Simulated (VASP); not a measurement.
# Cs2AgBiBr6: the band gap, functional by functional, part 4 of 4

Aim: the gap of Cs2AgBiBr6 on one structure at many levels of theory. The starting structure is a cell with measured lattice constants from the literature and the atomic positions of a Crystallography Open Database entry. The atoms were first relaxed with LDA in that cell, in a run that isn't shown, and the relaxed structure is the one below. Meshes and data sets differ where the inputs say so.

VASP 6.6.1.

Results so far: LDA 1.065 eV; PBE 1.213 eV; r2SCAN 1.575 eV; LDA+U (Ag d 5 eV) 1.454 eV; r2SCAN+U (Ag d 2.5 eV) 1.810 eV; LDA + spin-orbit coupling 0.918 eV; r2SCAN + spin-orbit coupling 1.368 eV.

**10. Bands with TB-mBJ + spin-orbit coupling**

Level of this step: TB-mBJ, spin-orbit coupling; plane waves and PAW (Bi_d, Cs_sv, Ag, Br) (VASP).

Contents of INCAR:

```
SYSTEM = Cs2AgBiBr6
PREC = Accurate
ENCUT = 350
EDIFF = 1E-06
NELM = 150
ISMEAR = 0
SIGMA = 0.03
LREAL = .FALSE.
ALGO = Normal
METAGGA = MBJ
LASPH = .TRUE.
LNONCOLLINEAR = .TRUE.
MAGMOM = 0 0 0 0 0 0 0 0 0 0 0 0 0 0 0 0 0 0 0 0 0 0 0 0 0 0 0 0 0 0
NBANDS = 106
GGA_COMPAT = .FALSE.
LSORBIT = .TRUE.
LMAXMIX = 4
LORBIT = 11
LWAVE = .FALSE.
LCHARG = .FALSE.
KPAR = 8
NCORE = 2
```

Contents of POSCAR:

```
Cs2AgBiBr6
1.0
    0.0000000000      5.6333000000      5.6333000000
    5.6333000000      0.0000000000      5.6333000000
    5.6333000000      5.6333000000      0.0000000000
Bi Cs Ag Br
1 2 1 6
Direct
    0.0000000000      0.0000000000      0.0000000000
    0.7500000000      0.7500000000      0.7500000000
    0.2500000000      0.2500000000      0.2500000000
    0.5000000000      0.5000000000      0.5000000000
    0.7461466466      0.7461466466      0.2538533534
    0.2538533534      0.2538533534      0.7461466466
    0.7461466466      0.2538533534      0.2538533534
    0.7461466466      0.2538533534      0.7461466466
    0.2538533534      0.7461466466      0.7461466466
    0.2538533534      0.7461466466      0.2538533534
```

Contents of KPOINTS:

```
Automatic mesh
0
Gamma
4 4 4
0 0 0
```

Contents of KPOINTS_OPT:

```
Line mode
8
Line-mode
Reciprocal
  0.00000000   0.00000000   0.00000000 GAMMA
  0.50000000   0.00000000   0.50000000 X

  0.50000000   0.00000000   0.50000000 X
  0.50000000   0.25000000   0.75000000 W

  0.50000000   0.25000000   0.75000000 W
  0.37500000   0.37500000   0.75000000 K

  0.37500000   0.37500000   0.75000000 K
  0.00000000   0.00000000   0.00000000 GAMMA

  0.00000000   0.00000000   0.00000000 GAMMA
  0.50000000   0.50000000   0.50000000 L

  0.50000000   0.50000000   0.50000000 L
  0.62500000   0.25000000   0.62500000 U

  0.62500000   0.25000000   0.62500000 U
  0.50000000   0.25000000   0.75000000 W

  0.50000000   0.25000000   0.75000000 W
  0.50000000   0.50000000   0.50000000 L

  0.50000000   0.50000000   0.50000000 L
  0.37500000   0.37500000   0.75000000 K

  0.62500000   0.25000000   0.62500000 U
  0.50000000   0.00000000   0.50000000 X
```

Potentials, in the order of the species: Bi_d, Cs_sv, Ag and Br (PBE family, release 64).

Started as:

```bash
$ mpirun -np 16 vasp_ncl
```

Log:

```text
[... set-up lines as in an earlier step ...]
 entering main loop
       N       E                     dE             d eps       ncg     rms          rms(c)
DAV:   1     0.363257538774E+04    0.36326E+04   -0.30079E+04  1792   0.106E+03
DAV:   2     0.305844696424E+04   -0.57413E+03   -0.55570E+03  2080   0.265E+02
DAV:   3     0.299148615363E+04   -0.66961E+02   -0.66315E+02  2024   0.113E+02
DAV:   4     0.298903238717E+04   -0.24538E+01   -0.24447E+01  2064   0.268E+01
[...]
DAV:   8     0.298781480336E+04    0.54449E+00   -0.64507E-01  1868   0.484E+00    0.263E+01
DAV:   9     0.299107299989E+04    0.32582E+01   -0.90110E+00  1868   0.256E+01    0.240E+01
DAV:  10     0.299131498050E+04    0.24198E+00   -0.20992E+00  1936   0.539E+00    0.238E+01
[... 130 further cycles ...]
DAV: 141     0.302598721453E+04    0.12024E+02   -0.44539E+02  1752   0.911E+01    0.232E+02
DAV: 142    -0.203238032643E+04   -0.50584E+04   -0.39565E+04  2914   0.266E+03    0.306E+03
DAV: 143     0.320652133917E+04    0.52389E+04   -0.13902E+04  2256   0.617E+02    0.260E+02
[...]
DAV: 150     0.276680636601E+04    0.95323E+04   -0.14746E+04  3152   0.260E+03
 [... a notice as in an earlier step ...]

   1 F= 0.27668064E+04 E0= 0.27668080E+04  d E =-.336504E-02  mag=    -0.0000     0.0000    -0.0000
 Start KPOINTS_OPT (optional k-point list driver)
k-point batch [1-8\80]
       N       E                     dE             ncg
DAV:   1    -0.775309877965E+05   -0.81979E+05     3392
DAV:   2    -0.121915260376E+06   -0.44384E+05     2766
DAV:   3    -0.131317656840E+06   -0.94024E+04     3144
DAV:   4    -0.132470577806E+06   -0.11529E+04     2704
[...]
DAV:  40    -0.133146837771E+06   -0.15978E-05     1504
DAV:  41    -0.133146837773E+06   -0.19787E-05     1544
DAV:  42    -0.133146837774E+06   -0.71802E-06     1480
[...]
k-point batch [73-80\80]
       N       E                     dE             ncg
DAV:   1    -0.772839352351E+05   -0.87209E+05     3384
DAV:   2    -0.122033850655E+06   -0.44750E+05     2808
DAV:   3    -0.131456770866E+06   -0.94229E+04     3144
DAV:   4    -0.132584444770E+06   -0.11277E+04     2608
[...]
DAV:  38    -0.133286868880E+06   -0.16225E-05     1536
DAV:  39    -0.133286868881E+06   -0.10337E-05     1560
DAV:  40    -0.133286868882E+06   -0.65984E-06     1520
```

Run time: 21 min. Hardware: 16 MPI ranks of AMD EPYC 9R45, shared host; peak memory 13 GiB.

From OUTCAR (step 10):

```text
  Total     -135.2969115   -135.2969115   -135.2969115      0.0000000      0.0000000      0.0000000
  in kB     -606.2891959   -606.2891959   -606.2891959      0.0000000      0.0000000      0.0000000
  external PRESSURE =    -606.2891959 kB  Pullay stress =       0.0000000 kB

 POSITION                                       TOTAL-FORCE (eV/Angst)
 -----------------------------------------------------------------------------------
      0.00000      0.00000      0.00000        -0.000000      0.000000      0.000000
      8.44995      8.44995      8.44995        -0.000000     -0.000000     -0.000000
      2.81665      2.81665      2.81665        -0.000000     -0.000000     -0.000000
      5.63330      5.63330      5.63330         0.000000      0.000000      0.000000
      5.63330      5.63330      8.40654         0.000000      0.000000    -18.060051
      5.63330      5.63330      2.86006         0.000000      0.000000     18.060051
      2.86006      5.63330      5.63330        18.060051      0.000000      0.000000
      5.63330      8.40654      5.63330         0.000000    -18.060051      0.000000
      8.40654      5.63330      5.63330       -18.060051      0.000000      0.000000
      5.63330      2.86006      5.63330         0.000000     18.060051      0.000000
 -----------------------------------------------------------------------------------
    total drift:                                0.000000      0.000000     -0.000000

  FREE ENERGIE OF THE ION-ELECTRON SYSTEM (eV)
  ---------------------------------------------------
  free  energy   TOTEN  =      2766.8063660094 eV

  energy  without entropy=     2766.8097310478  energy(sigma->0) =     2766.80804853

 magnetization (x)
# of ion       s       p       d       tot
------------------------------------------
    1       -0.000   0.000   0.000   0.000
    2        0.000   0.000  -0.000   0.000
    3        0.000   0.000   0.000   0.000
    4       -0.000   0.000  -0.000  -0.000
    5       -0.000  -0.000   0.000  -0.000
    6       -0.000  -0.000   0.000  -0.000
    7        0.000   0.000   0.000   0.000
    8        0.000  -0.000   0.000   0.000
    9       -0.000   0.000  -0.000  -0.000
   10       -0.000  -0.000   0.000  -0.000
--------------------------------------------------
tot         -0.000  -0.000   0.000  -0.000

 magnetization (y)
# of ion       s       p       d       tot
------------------------------------------
    1       -0.000  -0.000  -0.000  -0.000
    2       -0.000   0.000  -0.000   0.000
    3        0.000   0.000   0.000   0.000
    4       -0.000  -0.000  -0.000  -0.000
    5       -0.000  -0.000  -0.000  -0.000
    6        0.000   0.000   0.000   0.000
    7       -0.000   0.000  -0.000   0.000
    8       -0.000   0.000  -0.000  -0.000
    9       -0.000   0.000  -0.000  -0.000
   10        0.000   0.000   0.000   0.000
--------------------------------------------------
tot         -0.000   0.000  -0.000  -0.000

 magnetization (z)
# of ion       s       p       d       tot
------------------------------------------
    1       -0.000   0.000  -0.000  -0.000
    2       -0.000  -0.000   0.000  -0.000
    3       -0.000  -0.000  -0.000  -0.000
    4       -0.000   0.000  -0.000  -0.000
    5       -0.000  -0.000  -0.000  -0.000
    6        0.000  -0.000   0.000   0.000
    7       -0.000   0.000   0.000   0.000
    8       -0.000   0.000  -0.000  -0.000
    9        0.000   0.000   0.000   0.000
   10        0.000   0.000  -0.000   0.000
--------------------------------------------------
tot         -0.000   0.000  -0.000  -0.000

[... 2 parts as in an earlier step ...]

[... 1 further part left out ...]
[key lines of the parts left out:]
E-fermi :   5.9272
```

The log as kept lacks single lines of electronic cycles.

The electronic loop didn't reach EDIFF within its 150 cycles (NELM).

**11. All runs side by side**

```
                       level          ended  gap (eV)  least direct gap (eV)   mesh  core minutes
                         LDA      converged     1.065                  2.154  4×4×4          11.2
                         PBE      converged     1.213                  2.283  4×4×4          11.7
                      r2SCAN      converged     1.575                  2.648  4×4×4          39.7
                      TB-mBJ  not converged         -                      -  4×4×4         119.0
           LDA+U (Ag d 5 eV)      converged     1.454                   2.41  4×4×4          13.3
      r2SCAN+U (Ag d 2.5 eV)      converged      1.81                  2.838  4×4×4          39.0
   LDA + spin-orbit coupling      converged     0.918                  1.643  4×4×4          38.7
r2SCAN + spin-orbit coupling      converged     1.368                  1.991  4×4×4         150.0
TB-mBJ + spin-orbit coupling  not converged         -                      -  4×4×4         336.0
```

Core minutes are wall time times ranks of the run shown, on a shared host.

**12. Outcome**

| Property | Result |
| --- | --- |
| gap, LDA | 1.065 eV |
| gap, PBE | 1.213 eV |
| gap, r2SCAN | 1.575 eV |
| gap, LDA+U (Ag d 5 eV) | 1.454 eV |
| gap, r2SCAN+U (Ag d 2.5 eV) | 1.810 eV |
| gap, LDA + spin-orbit coupling | 0.918 eV |
| gap, r2SCAN + spin-orbit coupling | 1.368 eV |

Without spin-orbit coupling the gap of Cs2AgBiBr6 runs from 1.065 eV (LDA) to 1.810 eV (r2SCAN+U (Ag d 2.5 eV)). Spin-orbit coupling changes the LDA gap by -0.148 eV. Spin-orbit coupling changes the r2SCAN gap by -0.207 eV. These are gaps between Kohn-Sham or generalised Kohn-Sham levels of a static lattice, without excitons or temperature. No result to use came from TB-mBJ and TB-mBJ + spin-orbit coupling. Further runs on this material are not shown.

[Lines on the potential files, build, host, timing and source positions are cut from VASP's logs without a mark.]

[Logs are printed without paths, hosts, clocks, repeated set-up lines and the standing remarks that a program may print on its own settings, such as how far it seeks lower states.]

[Hosts, paths, dates, database ids (printed as entryN), source tags and the programs' standing remarks are cut or masked in the printed files.]
